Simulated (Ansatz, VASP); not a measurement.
# HfTeSe in two plane-wave programs

Aim: how closely do two programs agree when they are given the same cell, functional and k mesh? The cell is taken from a series of runs on this material, whose earlier steps may have relaxed, scaled, displaced or heated it; both programs get it as it stands.

Method: plane waves, with VASP 6.6.1 beside it; PBEsol, in Ansatz 0.2.0.

## (1) Set-up

The cell holds 3 atoms: 1 Hf, 1 Se and 1 Te. Cell: a = 3.793 Å, b = 3.793 Å, c = 30.000 Å, α = 90.0°, β = 90.0°, γ = 120.0°. Vacuum lies along c.

## (2) Ansatz: zone-centre phonons, PBEsol

Ansatz runs on its PAW soft_1 files.

Second derivatives magnify differences that forces hide, and they need a tight electronic threshold.

The input, input.yaml:

```yaml
crystal:
  lattice:
    - [3.7926951833, 0.0, 0.0]
    - [-1.8963475917, 3.2845703776, 0.0]
    - [0.0, 0.0, 30.0]
  atoms:
    - { symbol: Hf, position: [0.0, 0.0, 0.3364625827] }
    - { symbol: Se, position: [0.3333333333, 0.6666666667, 0.3858626261] }
    - { symbol: Te, position: [0.6666666667, 0.3333333333, 0.2743414579] }
  periodic: [true, true, false]
kpoints:
  mp_grid: { grid: [12, 12, 1] }
hamiltonian:
  xc: pbesol
  pseudopotentials: { kind: paw, azcp: { folder: soft_1 }, xc_functional: pbe }
scf:
  occupations: { method: methfessel_paxton, width: 0.2 }
output:
  eigenvalues: true
phonons:
  method: dfpt
```

On the command line:

```console
$ ansatz run input.yaml --threads 4 --pin off --max-ram 16384MiB --backend cpu --events-out ev --progress --plain --runs-dir out
```

Numbers of over 12 decimals in the logs are rounded to 6 here.

The log of the run:

```text
Engine: ansatz 0.2.0, x86_64-unknown-linux-gnu
Pseudopotentials: kind: paw
Pseudopotential: Hf, paw, valence charge 26, recommended cutoff 420 eV (normal), soft_1/Hf.paw.azcp
Pseudopotential: Se, paw, valence charge 16, recommended cutoff 420 eV (normal), soft_1/Se.paw.azcp
Pseudopotential: Te, paw, valence charge 16, recommended cutoff 420 eV (normal), soft_1/Te.paw.azcp
Functional definition: PBEsol
  exchange = pbesol_x
  correlation = pbesol_c
Crystal: 3 atoms, lattice volume = 373.721 Å³
Basis set: ecut = 420 eV, 7301 PW (Γ), exchange–correlation on 54×54×432 points (8 copies of the dense FFT grid, shifted against one another)
Bands: 35, of which v1, the nominal top of the filled ones, is band 29 counted from 1 (28 counted from 0)
Symmetry: 6 space group operations
k-points: 43 of 144 (irreducible under 2 space group operations, time reversal used)
Non-local potential: Hf, projectors of the file, l = 0: 3, l = 1: 2, l = 2: 2, l = 3: 3
Non-local potential: Se, projectors of the file, l = 0: 2, l = 1: 2, l = 2: 3, l = 3: 1
Non-local potential: Te, projectors of the file, l = 0: 2, l = 1: 2, l = 2: 2, l = 3: 1
PAW form: soft (Blöchl's): semilocal exchange-correlation on the pseudo side does not see the compensation charge
PAW frozen core: Hf, regenerated for the run's functional, and the local potential with it (the file was generated under x = pbe(κ = 0.804, μ = 0.219515), c = pbe(β = 0.066725))
PAW frozen core: Se, regenerated for the run's functional, and the local potential with it (the file was generated under x = pbe(κ = 0.804, μ = 0.219515), c = pbe(β = 0.066725))
PAW frozen core: Te, regenerated for the run's functional, and the local potential with it (the file was generated under x = pbe(κ = 0.804, μ = 0.219515), c = pbe(β = 0.066725))
PAW one-centre angular grid: Hf, 590 points (default); XC on 64 Gauss nodes
PAW one-centre angular grid: Se, 590 points (default); XC on 64 Gauss nodes
PAW one-centre angular grid: Te, 590 points (default); XC on 64 Gauss nodes
Initial density: superposition of atomic densities (neutral atoms: chi_scale 0, normalization atom)
Initial wavefunctions: pseudopotential atomic-orbital guess
Functional: x = pbesol(κ = 0.804, μ = 0.123457), c = pbesol(β = 0.046)
iter 1 solved again at ethr=2.31e-3 eV; its pass at ethr=3.10e-3 eV (dr2=1.34e0 eV) is discarded
SCF iter   1: F=—  HF=-27928.126189 eV  |F-HF|=—  |Δ(HF+E_count)|=         —  Δρ=1.57e-2  dr2=1.36e0  ethr=2.31e-3  ⟨swp⟩=1.0  Hψ=10770  notcnv=0
preconditioner: auto → LDOS  [insulator: Δε(μ)=0.292 eV  Ē_g=11.622 eV  σ=0.200 eV  W_gap=0.73  n_scr=48 (ndim 8)  ℏωp=10.5 eV  f_vac=0.759  D(μ)=0.47/eV (n_scr^D=4)  ε∞_Penn≈1.8  β→1.0]
SCF iter   2: F=—  HF=-27928.128052 eV  |F-HF|=—  |Δ(HF+E_count)|=   1.86e-3  S|Δr|=    0.00e0  Δρ=1.25e-2  dr2=1.23e0  ethr=2.31e-3  ⟨swp⟩=4.7  Hψ=4545  notcnv=0  defer=25
SCF iter   3: F=—  HF=-27927.745501 eV  |F-HF|=—  |Δ(HF+E_count)|=   3.83e-1  S|Δr|=    0.00e0  Δρ=2.57e-3  dr2=6.59e-2  ethr=2.12e-3  ⟨swp⟩=3.7  Hψ=3788  notcnv=0  defer=48
SCF iter   4: F=—  HF=-27927.725950 eV  |F-HF|=—  |Δ(HF+E_count)|=   1.96e-2  S|Δr|=    0.00e0  Δρ=9.01e-4  dr2=2.76e-3  ethr=1.14e-4  ⟨swp⟩=2.8  Hψ=3070  notcnv=0  defer=48
SCF iter   5: F=—  HF=-27927.725244 eV  |F-HF|=—  |Δ(HF+E_count)|=   7.06e-4  S|Δr|=    0.00e0  Δρ=2.59e-4  dr2=5.74e-4  ethr=4.75e-6  ⟨swp⟩=3.0  Hψ=3269  notcnv=0  defer=48
SCF iter   6: F=—  HF=-27927.725192 eV  |F-HF|=—  |Δ(HF+E_count)|=   5.23e-5  S|Δr|=    0.00e0  Δρ=1.02e-4  dr2=4.18e-5  ethr=9.90e-7  ⟨swp⟩=3.0  Hψ=2924  notcnv=0  defer=48
SCF iter   7: F=—  HF=-27927.725200 eV  |F-HF|=—  |Δ(HF+E_count)|=   8.63e-6  S|Δr|=    0.00e0  Δρ=3.57e-5  dr2=2.64e-6  ethr=7.21e-8  ⟨swp⟩=3.3  Hψ=3101  notcnv=0  defer=48
SCF iter   8: F=—  HF=-27927.725287 eV  |F-HF|=—  |Δ(HF+E_count)|=   8.67e-5  S|Δr|=    0.00e0  Δρ=1.02e-5  dr2=2.49e-7  ethr=4.55e-9  ⟨swp⟩=3.6  Hψ=3558  notcnv=0  defer=48
SCF iter   9: F=—  HF=-27927.725288 eV  |F-HF|=—  |Δ(HF+E_count)|=   1.22e-6  S|Δr|=    0.00e0  Δρ=2.33e-6  dr2=1.51e-8  ethr=4.29e-10  ⟨swp⟩=3.0  Hψ=2632  notcnv=0  defer=48
SCF iter  10: F=—  HF=-27927.725288 eV  |F-HF|=—  |Δ(HF+E_count)|=   1.34e-7  S|Δr|=    0.00e0  Δρ=6.86e-7  dr2=1.19e-9  ethr=2.60e-11  ⟨swp⟩=3.1  Hψ=2935  notcnv=0  defer=48
SCF iter  11: F=—  HF=-27927.725288 eV  |F-HF|=—  |Δ(HF+E_count)|=   2.15e-8  S|Δr|=    0.00e0  Δρ=1.68e-7  dr2=1.25e-10  ethr=2.06e-12  ⟨swp⟩=3.1  Hψ=3086  notcnv=0  defer=48
SCF iter  12: F=—  HF=-27927.725288 eV  |F-HF|=—  |Δ(HF+E_count)|=  3.78e-10  S|Δr|=    0.00e0  Δρ=5.39e-8  dr2=2.45e-11  ethr=1.00e-12  ⟨swp⟩=3.1  Hψ=2609  notcnv=0  defer=48
SCF iter  13: F=-27927.725288 eV  HF=-27927.725288 eV  |F-HF|=2.07e-10  |Δ(HF+E_count)|=  3.20e-10  S|Δr|=    0.00e0  Δρ=1.92e-8  dr2=1.18e-12  ethr=1.00e-12  ⟨swp⟩=21.9  Hψ=11461  notcnv=0
SCF 1 converged in 13 iterations: F = -27927.725288 eV  dr2 = 1.18e-12
  greatest PAW one-centre occupation: 1.000 electrons in one spin orbital (limit 2), on the Se atom at site 1 (counted from 0), in its partial waves of l = 2
DFPT response loops at Γ: preconditioner auto → none (partly filled bands, converged f_vac=0.766); β = 0.50; Broyden in place of MSR1
SCF converged after 13 iterations
Stability not checked: this state was not tested for a lower state beside it, because cold or Methfessel-Paxton smearing, or corrected tetrahedra, fill the levels in a way that the test cannot read (fill_not_monotonic; see scf.lower_state_search)
Free energy (F): -27927.725288 eV
Harris-Foulkes:  -27927.725288 eV  (|F-HF|=2.07e-10)
Internal energy: -27927.721626 eV  (E = F + TS)
E sigma→0 (E₀):  -27927.724373 eV
Entropy (-TS):   -0.003662 eV (-1.221 meV/atom)
Fermi energy:    -4.810328 eV
Step filling:    the computed levels leave a gap of 0.0000 eV = 0.0 smearing widths at the electron count; against every level under it full and every level over it empty, smearing changes F+E_penalty+E_count by -2.713 meV and its σ→0 estimate by -1.797 meV
--- Per-component energies (eV) ---
  E_band       = -1694.463626
  E_kinetic    = 690.338107
  E_local      = -157104.903901  (includes V_loc(G=0)·N_el)
  E_nonlocal   = -217.193536
  E_hartree    = 78015.819006
  E_xc         = -469.903874
  E_vxc        = -445.842776  (∫ρ·V_xc dr)
  E_paw        = -14257.011718  (= ΣΔE_a)
  E_vpaw       = -648.499504  (= ΣTr[D̂ρ^β])
  E_aug_tail   = -0.000186  (compensation charges beyond the density's cutoff)
  E_ewald      = 65412.500156
  E_core_change = 2.634319  (= ΣΔE_core)
  E_smearing   = -0.003662  (= −TS)
  E_closure    = -0.000000  (closes the sum)
  Σ components = -27927.725288   (vs F -27927.725288, Δ=0.00e0)
--- Band table (eV; the first three rows and the last of 43) ---
  k-point 0: bands = [... 25 lower, -7.6344, -6.6204, -4.4794, -4.4794, -3.8554, -3.8554, -3.5480, -1.2714, ... 2 higher]
  k-point 1: bands = [... 25 lower, -7.6132, -6.4192, -5.2814, -4.8544, -3.8268, -3.4630, -3.2381, -1.1384 (-1.1384°), ... 2 higher]
  k-point 2: bands = [... 25 lower, -7.5710, -6.5927, -6.0945, -5.3285, -4.0546, -2.9590, -2.8971, -1.4191 (-1.4191°), ... 2 higher]
  k-point 42: bands = [... 25 lower, -8.2118, -7.7408, -7.3776, -6.7806, -3.4718, -2.9979, -2.0380, -1.2219, ... 2 higher]
  ° read free of the cell's end (the report's vacuum.weakly_bound_levels)
--- Phonons (Γ-DFPT): 6 representative perturbations + reference, on 43 of 144 k-points (Σ response iterations 28) ---
  k mesh reduced under 2 symmetry operations, with k and −k counted as one. Each operation leaves every solved perturbation unchanged. A smaller set is not used because it would not reduce the number of displacements times k-points to solve
  ASR residual: 1.536e-4 → 0.000e0 eV/Å²; symmetrization residual: 5.417e-5 eV/Å²
  ASR residual per site (eV/Å²): 4.89e-5 1.21e-5 1.54e-4
  Γ frequencies (cm⁻¹): 0.00 0.00 0.00 91.11 91.11 141.90 141.90 159.40 210.67
  non-analytic LO–TO correction: not included (Born effective charges unavailable; polar crystals: no LO–TO splitting at Γ)
```

In the SCF lines HF is the Harris–Foulkes energy and dr2 the Hartree energy of the density residual, in eV; the loop may stop once dr2 is under the threshold and the program's other checks hold. Hψ counts applications of the Hamiltonian.

(Continued in part 2 of 2.)

[Lines on the potential files, build, host, timing and source positions are cut from VASP's logs without a mark.]

[Logs are printed without paths, hosts, clocks, repeated set-up lines and the standing remarks that a program may print on its own settings, such as how far it seeks lower states.]

[Hosts, paths, dates, database ids (printed as entryN), source tags and the programs' standing remarks are cut or masked in the printed files.]
